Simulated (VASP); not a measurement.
A convergence study with VASP on Mo (bcc): one setting is varied, all else stays as given below, so the limit is that of these other settings. The cell's lengths are 1 % over those of the tabulated start, so it is off equilibrium.

```xyz
1
Lattice="-1.5908 1.5908 1.5908 1.5908 -1.5908 1.5908 1.5908 1.5908 -1.5908" Properties=species:S:1:pos:R:3 pbc="T T T"
Mo     0.0000     0.0000     0.0000
```

The numbers are results of PBEsol GGA, VASP's PBE PAW potentials (set 64) (plane waves; VASP 6.6.1), not measurements. The tightest run used: 1000 eV cut-off, 18×18×18 Γ-centred mesh, first-order Methfessel-Paxton smearing of 0.10 eV, potentials Mo_sv.

Q: The settings run are ENCUT = 150; ENCUT = 200; ENCUT = 250; ENCUT = 300; ENCUT = 350; ENCUT = 400; ENCUT = 450; ENCUT = 500; ENCUT = 550; ENCUT = 600; ENCUT = 650; ENCUT = 700; ENCUT = 750; ENCUT = 800; ENCUT = 850; ENCUT = 1000. From which on does the energy per atom stay within 0.01 eV/atom of the tightest run?

A: From ENCUT = 250 on: it is off by 0.0030 there and by no more than 0.01 in any finer run, while ENCUT = 200 is off by 0.2595.
```tsv
setting	E (eV/atom)	pressure (GPa)	plane waves	difference judged (eV/atom)
ENCUT = 150	-8.6248	-521.57	79	3.1223
ENCUT = 200	-11.4876	-89.21	116	0.2595
ENCUT = 250	-11.7441	-17.29	152	0.0030
ENCUT = 300	-11.7539	-12.52	201	0.0068
ENCUT = 350	-11.7473	-13.52	250	0.0002
ENCUT = 400	-11.7469	-12.97	321	0.0002
ENCUT = 450	-11.7473	-12.28	370	0.0002
ENCUT = 500	-11.7474	-12.12	420	0.0004
ENCUT = 550	-11.7474	-12.21	490	0.0003
ENCUT = 600	-11.7476	-12.25	559	0.0005
ENCUT = 650	-11.7476	-12.20	623	0.0005
ENCUT = 700	-11.7477	-12.14	690	0.0006
ENCUT = 750	-11.7477	-12.11	767	0.0006
ENCUT = 800	-11.7477	-12.12	856	0.0006
ENCUT = 850	-11.7476	-12.12	937	0.0005
ENCUT = 1000	-11.7471	-12.12	1171	0.0000
```

Left out are rungs that failed or repeat a setting and relaxations that didn't move; long series are thinned to 24 rows.

The compound is Mo in the bcc structure. The cell was not relaxed at this level.
